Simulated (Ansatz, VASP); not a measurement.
# Rb2MoO4 (Rb2MoO4 (C2/m)): VASP beside Ansatz

Aim: how closely do two programs agree when they are given the same cell, functional and k mesh? The cell is taken from a series of runs on this material, whose earlier steps may have relaxed, scaled, displaced or heated it; both programs get it as it stands.

Method: plane waves, with VASP 6.6.1 beside it; relaxation of cell and atoms at PBEsol, in Ansatz 0.2.0.

### 1. Starting point

The structure is monoclinic, space group C2/m (No. 12). The conventional cell has a = 12.829 Å, b = 6.223 Å, c = 7.865 Å, α = 90.00°, β = 115.87°, γ = 90.00°. Nearest to Rb lie 8 O at 2.83 to 3.29 Å. Rb has 8 O at 2.86 to 3.28 Å nearest. Nearest to Mo lie 4 O at 1.77 Å. Nearest to O lie 1 Mo at 1.77 Å and 4 Rb at 2.89 to 3.05 Å. Nearest to O lie 1 Mo at 1.77 Å and 4 Rb at 2.86 to 3.29 Å. Nearest to O lie 1 Mo at 1.77 Å and 4 Rb at 2.83 to 3.28 Å. Farther neighbours and most contacts between anions are not listed.

Structure file:

```cif
data_structure
_symmetry_space_group_name_H-M 'C2/m'
_symmetry_Int_Tables_number 12
_cell_length_a 12.8293
_cell_length_b 6.2234
_cell_length_c 7.8646
_cell_angle_alpha 90.000
_cell_angle_beta 115.867
_cell_angle_gamma 90.000
_cell_volume 565.01
loop_
_atom_site_label
_atom_site_type_symbol
_atom_site_symmetry_multiplicity
_atom_site_Wyckoff_symbol
_atom_site_fract_x
_atom_site_fract_y
_atom_site_fract_z
_atom_site_occupancy
Rb1 Rb 4 i 0.65470 0.50000 0.74653 1
Rb2 Rb 4 i 0.51200 0.00000 0.23807 1
Mo1 Mo 4 i 0.82487 0.00000 0.77678 1
O1 O 8 j 0.85798 0.76824 0.92081 1
O2 O 4 i 0.82632 0.50000 0.37170 1
O3 O 4 i 0.90736 0.00000 0.64538 1
```

### 2. VASP: relaxation of cell and atoms, PBEsol

The relaxed volume is the usual yardstick between codes: in a stiff, nearly cubic crystal its relative difference is about their pressure difference at one cell divided by the bulk modulus.

Lines of VASP's logs that name or quote its potential files are left out, and so is its time.

INCAR

```
SYSTEM = Rb2MoO4
PREC = Accurate
ENCUT = 600
EDIFF = 1E-07
NELM = 120
ISMEAR = 0
SIGMA = 0.01
LREAL = .FALSE.
ALGO = Normal
GGA = PS
NBANDS = 70
LASPH = .TRUE.
LORBIT = 11
LWAVE = .FALSE.
LCHARG = .FALSE.
ISIF = 3
IBRION = 2
NSW = 80
EDIFFG = -0.005
GGA_COMPAT = .FALSE.
NELMIN = 4
EFERMI = MIDGAP
KPAR = 4
```

POSCAR

```
Rb2MoO4
1.0
    6.4146650000     -3.1117020000      0.0000000000
    6.4146650000      3.1117020000      0.0000000000
   -3.4311470000      0.0000000000      7.0766170000
Rb Mo O
4 2 8
Direct
    0.1547012443      0.1547012443      0.7465291678
    0.8452988336      0.8452988336      0.2534708322
    0.5119985910      0.5119985910      0.2380716662
    0.4880014870      0.4880014870      0.7619283338
    0.8248747638      0.8248747638      0.7767803457
    0.1751253142      0.1751253142      0.2232196543
    0.0897394771      0.6262179059      0.9208132926
    0.3737820941      0.9102605229      0.0791867074
    0.9102605229      0.3737820941      0.0791867074
    0.6262179059      0.0897394771      0.9208132926
    0.3263236061      0.3263236061      0.3716985107
    0.6736764718      0.6736764718      0.6283014893
    0.9073622381      0.9073622381      0.6453756081
    0.0926378777      0.0926378777      0.3546245332
```

KPOINTS

```
Automatic mesh
0
Gamma
5 5 4
0 0 0
```

The projector-augmented-wave data sets are Rb_sv, Mo_sv and O (PBE family, release 64).

Run with:

```bash
> mpirun -np 4 vasp_std
```

Numbers of over 12 decimals in the logs are rounded to 6 here.

What it wrote:

```text
[banner, memory and clock lines left out]
running    4 mpi-ranks, on    1 nodes
 distrk:  each k-point on    1 cores,    4 groups
 distr:  one band on    1 cores,    1 groups

 POSCAR found type information on POSCAR RbMoO
 POSCAR found :  3 types and      14 ions
|                                                                             |
|               ----> ADVICE to this user running VASP <----                  |
|                                                                             |
|     You enforced a specific xc type in the INCAR file but a different       |
|     [... a line on the potential file left out ...]
|     I HOPE YOU KNOW WHAT YOU ARE DOING!                                     |
|                                                                             |

 LDA part: xc-table for (Slater+PW92), standard interpolation
 POSCAR, INCAR and KPOINTS ok, starting setup
 FFT: planning ... GRIDC
 FFT: planning ... GRID_SOFT
 FFT: planning ... GRID
 WAVECAR not read
 entering main loop
       N       E                     dE             d eps       ncg     rms          rms(c)
DAV:   1     0.962825869942E+03    0.96283E+03   -0.65107E+04  5028   0.167E+03
DAV:   2    -0.477323389415E+02   -0.10106E+04   -0.98106E+03  5896   0.381E+02
DAV:   3    -0.118877018163E+03   -0.71145E+02   -0.70687E+02  5936   0.100E+02
DAV:   4    -0.120711597053E+03   -0.18346E+01   -0.18306E+01  6416   0.152E+01
DAV:   5    -0.120781670922E+03   -0.70074E-01   -0.70054E-01  6494   0.229E+00    0.905E+01
DAV:   6    -0.102803272282E+03    0.17978E+02   -0.12115E+02  5318   0.494E+01    0.180E+01
DAV:   7    -0.100373553094E+03    0.24297E+01   -0.41360E+01  5152   0.289E+01    0.281E+01
DAV:   8    -0.991110979340E+02    0.12625E+01   -0.29591E+00  5058   0.872E+00    0.563E+00
DAV:   9    -0.990803209547E+02    0.30777E-01   -0.47348E-01  6154   0.270E+00    0.148E+00
DAV:  10    -0.990879022872E+02   -0.75813E-02   -0.69161E-02  5236   0.121E+00    0.819E-01
DAV:  11    -0.990865388042E+02    0.13635E-02   -0.12827E-02  5502   0.564E-01    0.130E-01
DAV:  12    -0.990870445884E+02   -0.50578E-03   -0.17676E-03  5692   0.166E-01    0.705E-02
DAV:  13    -0.990871151979E+02   -0.70610E-04   -0.22532E-04  6006   0.611E-02    0.413E-02
DAV:  14    -0.990871215572E+02   -0.63592E-05   -0.44203E-05  5374   0.276E-02    0.686E-03
DAV:  15    -0.990871277263E+02   -0.61692E-05   -0.86450E-06  5604   0.121E-02    0.363E-03
DAV:  16    -0.990871284683E+02   -0.74199E-06   -0.15149E-06  5730   0.572E-03    0.372E-03
DAV:  17    -0.990871286020E+02   -0.13368E-06   -0.59975E-07  4712   0.267E-03    0.200E-03
DAV:  18    -0.990871286210E+02   -0.18967E-07   -0.56983E-08  3538   0.129E-03
   1 F= -.99087129E+02 E0= -.99087129E+02  d E =-.990871E+02
[... from here on, the cycles between the ionic steps are left out ...]
   2 F= -.99079438E+02 E0= -.99079438E+02  d E =0.769088E-02
  11 F= -.99098068E+02 E0= -.99098068E+02  d E =-.261979E-03
  12 F= -.99098118E+02 E0= -.99098118E+02  d E =-.495802E-04
  13 F= -.99098118E+02 E0= -.99098118E+02  d E =-.494688E-04
  14 F= -.99098139E+02 E0= -.99098139E+02  d E =-.209218E-04
  15 F= -.99098191E+02 E0= -.99098191E+02  d E =-.737226E-04
  16 F= -.99098252E+02 E0= -.99098252E+02  d E =-.134565E-03
  17 F= -.99098279E+02 E0= -.99098279E+02  d E =-.271435E-04
  18 F= -.99098283E+02 E0= -.99098283E+02  d E =-.307849E-04
  19 F= -.99098301E+02 E0= -.99098301E+02  d E =-.176391E-04
  20 F= -.99098327E+02 E0= -.99098327E+02  d E =-.437085E-04
 curvature:  -2.59 expect dE=-0.214E-03 dE for cont linesearch -0.473E-06
 trial: gam= 0.42632 g(F)=  0.661E-04 g(S)=  0.163E-04 ort = 0.900E-05 (trialstep = 0.358E+00)
 search vector abs. value=  0.171E-03
 bond charge predicted
       N       E                     dE             d eps       ncg     rms          rms(c)
DAV:   1    -0.990983568099E+02   -0.30132E-04   -0.42558E-03  4620   0.303E-01    0.105E-01
DAV:   2    -0.990983430633E+02    0.13747E-04   -0.11463E-04  4904   0.508E-02    0.362E-02
DAV:   3    -0.990983388867E+02    0.41766E-05   -0.16595E-05  5496   0.167E-02    0.128E-02
DAV:   4    -0.990983384771E+02    0.40952E-06   -0.23162E-06  5546   0.773E-03    0.230E-03
DAV:   5    -0.990983387587E+02   -0.28158E-06   -0.39014E-07  4250   0.308E-03    0.134E-03
DAV:   6    -0.990983389578E+02   -0.19905E-06   -0.60442E-08  2972   0.135E-03    0.666E-04
DAV:   7    -0.990983391229E+02   -0.16516E-06   -0.27180E-08  2580   0.717E-04    0.282E-04
DAV:   8    -0.990983391820E+02   -0.59024E-07   -0.96644E-09  2526   0.438E-04
  21 F= -.99098339E+02 E0= -.99098339E+02  d E =-.124481E-04
 trial-energy change:   -0.000012  1 .order   -0.000016   -0.000031   -0.000001
 step:   0.3780(harm=  0.3641)  dis= 0.00029  next Energy=   -99.098339 (dE=-0.125E-04)
 reached required accuracy - stopping structural energy minimisation
```

OUTCAR, selected parts (step 2):

```text
ion  position               nearest neighbor table
   1  0.155  0.155  0.747-  14 2.83  10 2.89   7 2.89  13 2.92   9 3.05   8 3.05  12 3.29  12 3.29
                             6 3.64   5 3.75   5 3.75   4 3.81   4 3.81   2 4.17   4 4.22   6 4.24
   2  0.845  0.845  0.253-  13 2.83   9 2.89   8 2.89  14 2.92   7 3.05  10 3.05  11 3.29  11 3.29
                             5 3.64   6 3.75   6 3.75   3 3.81   3 3.81   1 4.17   3 4.22   5 4.24
   3  0.512  0.512  0.238-  12 2.86  10 2.94   7 2.94   8 2.99   9 2.99  11 2.99  14 3.28  14 3.28
                             4 3.62   6 3.78   6 3.78   2 3.81   2 3.81   2 4.22   4 4.26   6 4.27
   4  0.488  0.488  0.762-  11 2.86   9 2.94   8 2.94  10 2.99   7 2.99  12 2.99  13 3.28  13 3.28
                             3 3.62   5 3.78   5 3.78   1 3.81   1 3.81   1 4.22   3 4.26   5 4.27
   5  0.825  0.825  0.777-   7 1.77  10 1.77  13 1.77  12 1.77   2 3.64   1 3.75   1 3.75   4 3.78
                             4 3.78   2 4.24   4 4.27   1 4.34   3 4.38   3 4.58   3 4.58
   6  0.175  0.175  0.223-   8 1.77   9 1.77  14 1.77  11 1.77   1 3.64   2 3.75   2 3.75   3 3.78
                             3 3.78   1 4.24   3 4.27   2 4.34   4 4.38   4 4.58   4 4.58
   7  0.090  0.626  0.921-   5 1.77   1 2.89   3 2.94   4 2.99   2 3.05
   8  0.374  0.910  0.079-   6 1.77   2 2.89   4 2.94   3 2.99   1 3.05
   9  0.910  0.374  0.079-   6 1.77   2 2.89   4 2.94   3 2.99   1 3.05
  10  0.626  0.090  0.921-   5 1.77   1 2.89   3 2.94   4 2.99   2 3.05
  11  0.326  0.326  0.372-   6 1.77   4 2.86   3 2.99   2 3.29   2 3.29
  12  0.674  0.674  0.628-   5 1.77   3 2.86   4 2.99   1 3.29   1 3.29
  13  0.907  0.907  0.645-   5 1.77   2 2.83   1 2.92   4 3.28   4 3.28
  14  0.093  0.093  0.355-   6 1.77   1 2.83   2 2.92   3 3.28   3 3.28

  LATTYP: Found a base centered monoclinic cell.
 ALAT       =    12.8293300000
 B/A-ratio  =     0.4850918949
 C/A-ratio  =     0.6130139564
 COS(beta)  =    -0.4362796805

 Subroutine GETGRP returns: Found  4 space group operations
 (whereof  4 operations were pure point group operations)

The static configuration has the point symmetry C_2h.

 Found     33 irreducible k-points:

   k-points           NKPTS =     33   k-points in BZ     NKDIM =     33   number of bands    NBANDS=     70

   dimension x,y,z NGX =    60 NGY =   60 NGZ =   64
   dimension x,y,z NGXF=   120 NGYF=  120 NGZF=  128

   ENCUT  =  600.0 eV  44.10 Ry    6.64 a.u.  14.24 14.24 15.71*2*pi/ulx,y,z

   NELECT =     112.0000    total number of electrons

 k-points in reciprocal lattice and weights: Automatic mesh
   0.00000000  0.00000000  0.00000000       0.010
   0.20000000  0.00000000 -0.00000000       0.040
   0.40000000  0.00000000 -0.00000000       0.040
   0.20000000  0.20000000 -0.00000000       0.020
   0.40000000  0.20000000 -0.00000000       0.040
  -0.40000000  0.20000000  0.00000000       0.040
  -0.20000000  0.20000000  0.00000000       0.020
   0.40000000  0.40000000 -0.00000000       0.020
  -0.40000000  0.40000000  0.00000000       0.020
[...]
0.40000000  0.40000000  0.50000000       0.020
  -0.40000000  0.40000000  0.50000000       0.020

 average (electrostatic) potential at core
       1 -36.4609       2 -36.4609       3 -36.5401       4 -36.5401       5 -81.1173
       6 -81.1173       7 -73.5597       8 -73.5597       9 -73.5597      10 -73.5597
      11 -73.5255      12 -73.5255      13 -73.5110      14 -73.5110

 E-fermi :   1.6459

 k-point     1 :       0.0000    0.0000    0.0000
  band No.  band energies     occupation
    ...
     52      -0.8874      2.00000
     53      -0.7951      2.00000
     54      -0.7703      2.00000
     55      -0.7416      2.00000
     56      -0.6924      2.00000
     57       3.8946      0.00000
     58       4.0192      0.00000
     59       4.1576      0.00000
     60       4.2356      0.00000
     61       4.3226      0.00000
    ...

 k-point     2 :       0.2000    0.0000   -0.0000
  band No.  band energies     occupation
    ...
     52      -0.9053      2.00000
     53      -0.8292      2.00000
     54      -0.8108      2.00000
     55      -0.7437      2.00000
     56      -0.6685      2.00000
     57       3.9921      0.00000
     58       4.0809      0.00000
     59       4.1220      0.00000
     60       4.2763      0.00000
     61       4.6212      0.00000
    ...

 k-point     3 :       0.4000    0.0000   -0.0000
  band No.  band energies     occupation
    ...
     52      -0.9053      2.00000
     53      -0.9028      2.00000
     54      -0.8313      2.00000
     55      -0.7276      2.00000
     56      -0.6505      2.00000
     57       4.0398      0.00000
     58       4.1485      0.00000
     59       4.1826      0.00000
     60       4.2016      0.00000
     61       5.3192      0.00000
    ...

  Total        0.0298630      0.0172708      0.0194908      0.0000000      0.0000000      0.0090309
  in kB        0.1717704      0.0993411      0.1121104      0.0000000      0.0000000      0.0519453
  external PRESSURE =       0.1277406 kB  Pullay stress =       0.0000000 kB

  energy-cutoff  :      600.00
  volume of cell :      278.54
      direct lattice vectors                 reciprocal lattice vectors
     6.374396727 -3.105697685  0.000960440     0.078433069 -0.160994421  0.038004335
     6.374396727  3.105697685  0.000960440     0.078433069  0.160994421  0.038004335
    -3.408546243  0.000000000  7.034532833    -0.000021417  0.000000000  0.142145473

 POSITION                                       TOTAL-FORCE (eV/Angst)
 -----------------------------------------------------------------------------------
     -0.55796      0.00000      5.25626        -0.000080      0.000000     -0.002827
      9.89821      0.00000      1.78019         0.000080      0.000000      0.002827
      5.72629      0.00000      1.67638         0.000142      0.000000      0.001082
      3.61396      0.00000      5.36007        -0.000142      0.000000     -0.001082
      7.86778      0.00000      5.46823         0.003301      0.000000      0.003733
      1.47246      0.00000      1.56823        -0.003301      0.000000     -0.003733
      1.42113      1.65726      6.48648        -0.000157      0.001520      0.002673
      7.91911      1.65726      0.54997         0.000157      0.001520     -0.002673
      7.91911     -1.65726      0.54997         0.000157     -0.001520     -0.002673
      1.42113     -1.65726      6.48648        -0.000157     -0.001520      0.002673
      2.90310      0.00000      2.62283        -0.000143      0.000000     -0.001137
      6.43715      0.00000      4.41362         0.000143      0.000000      0.001137
      9.37998      0.00000      4.53684         0.001631     -0.000000      0.003764
     -0.03973      0.00000      2.49961        -0.001631      0.000000     -0.003764
 -----------------------------------------------------------------------------------
    total drift:                               -0.005380     -0.000000     -0.001221

  FREE ENERGIE OF THE ION-ELECTRON SYSTEM (eV)
  ---------------------------------------------------
  free  energy   TOTEN  =       -99.0983391820 eV

  energy  without entropy=      -99.0983391820  energy(sigma->0) =      -99.09833918

 reached required accuracy - stopping structural energy minimisation

 total charge
# of ion       s       p       d       tot
------------------------------------------
    1        1.936   5.355   0.030   7.321
    2        1.936   5.355   0.030   7.321
    3        1.936   5.355   0.026   7.317
    4        1.936   5.355   0.026   7.317
    5        2.476   6.381   4.129  12.986
    6        2.476   6.381   4.129  12.986
    7        1.575   3.411   0.000   4.987
    8        1.575   3.411   0.000   4.987
    9        1.575   3.411   0.000   4.987
   10        1.575   3.411   0.000   4.987
   11        1.573   3.407   0.000   4.980
   12        1.573   3.407   0.000   4.980
   13        1.574   3.410   0.000   4.984
   14        1.574   3.410   0.000   4.984
--------------------------------------------------
tot         25.290  61.462   8.371  95.123

[... 3 further parts left out ...]
```

CONTCAR:

```
Rb2MoO4
   1.00000000000000
     6.3743967269388113   -3.1056976851833205    0.0009604403773410
     6.3743967269388113    3.1056976851833205    0.0009604403773410
    -3.4085462426436859    0.0000000000000000    7.0345328330395862
  Rb              Mo              O
     4     2     8
Direct
     0.1559982281917578    0.1559982281917578    0.7471656984800210
     0.8440018497082398    0.8440018497082398    0.2528343015199788
     0.5128400682355022    0.5128400682355022    0.2381674453183838
     0.4871600097644971    0.4871600097644971    0.7618325546816164
     0.8249107310426455    0.8249107310426455    0.7771151097099217
     0.1750893469573539    0.1750893469573539    0.2228848902900785
     0.0911690033628572    0.6247876150442244    0.9219939227018284
     0.3752123849557753    0.9088309966371427    0.0780060772981716
     0.9088309966371427    0.3752123849557753    0.0780060772981716
     0.6247876150442244    0.0911690033628572    0.9219939227018284
     0.3273780142926474    0.3273780142926474    0.3727617838729937
     0.6726220636073504    0.6726220636073504    0.6272382161270063
     0.9081200175894295    0.9081200175894295    0.6446905571708118
     0.0918800982105696    0.0918800982105696    0.3553095841291876
```

This run has no spin polarisation, so a moment on Mo, if there is one, isn't seen. The run keeps the 4 symmetry operations of its start, so it cannot find a distortion of lower symmetry.

(Continued in part 2 of 2.)

[Lines on the potential files, build, host, timing and source positions are cut from VASP's logs without a mark.]

[Logs are printed without paths, hosts, clocks, repeated set-up lines and the standing remarks that a program may print on its own settings, such as how far it seeks lower states.]

[Hosts, paths, dates, database ids (printed as entryN), source tags and the programs' standing remarks are cut or masked in the printed files.]
